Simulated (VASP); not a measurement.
Method: LDA (Ceperley-Alder, Perdew-Zunger), VASP's LDA PAW potentials (set 64) (plane waves; VASP).

VASP ran on this input.

KPOINTS:
```
K-points
0
gamma
  7 7 7
```

### INCAR
```
! general
SYSTEM  = SnTe
PREC    = Accurate
ENCUT   = 400
LREAL   = .False.   ! projection in real space or not
LASPH   = .True.   ! aspherical one-centre terms

! electronic loop
EDIFF   = 1E-6   ! SCF stop (eV)
NELM    = 100   ! most electronic steps
ALGO    = Normal
LMAXMIX = 4   ! l cut-off of mixed one-centre charges

! smearing
ISMEAR  = 0   ! Gaussian
SIGMA   = 0.05   ! width (eV)

! ions
IBRION  = 2   ! conjugate gradients
NSW     = 60   ! most ionic steps
ISIF    = 3
EDIFFG  = -0.01   ! ionic stop

! output
LWAVE   = .False.
LCHARG  = .False.
```

**POSCAR**
```
SnTe
1
    0.0000000000     3.1173157266     3.1173157266
    3.1173157266     0.0000000000     3.1173157266
    3.1173157266     3.1173157266     0.0000000000
Sn Te
1 1
Direct
  0.0000000000   0.0000000000   0.0000000000
  0.5000000000   0.5000000000   0.5000000000
```

POTCAR, in this order: Sn_d Te (LDA.64 set). Program: vasp_std.

Predict the energy per atom (σ→0).

| Quantity | Value |
|---|---|
| energy per atom (σ→0) | -4.419 eV/atom |

**OSZICAR**
```
...
DAV:   6    -0.884412676198E+01    0.50067E-01   -0.10929E-01   790   0.272E+00    0.329E+00
DAV:   7    -0.883976933193E+01    0.43574E-02   -0.39856E-02   712   0.126E+00    0.679E-01
DAV:   8    -0.883879526850E+01    0.97406E-03   -0.68033E-03   668   0.763E-01    0.151E-01
DAV:   9    -0.883882907731E+01   -0.33809E-04   -0.53188E-04   694   0.233E-01    0.546E-02
DAV:  10    -0.883881145797E+01    0.17619E-04   -0.60116E-05   668   0.780E-02    0.253E-02
DAV:  11    -0.883881173299E+01   -0.27501E-06   -0.26791E-05   694   0.457E-02    0.153E-02
DAV:  12    -0.883881101607E+01    0.71692E-06   -0.33248E-06   578   0.167E-02
   1 F= -.88388110E+01 E0= -.88388110E+01  d E =-.883881E+01
```

The compound is SnTe in the rock salt structure, which distorts at low temperature. It was relaxed first. The start is the result of an earlier pass.
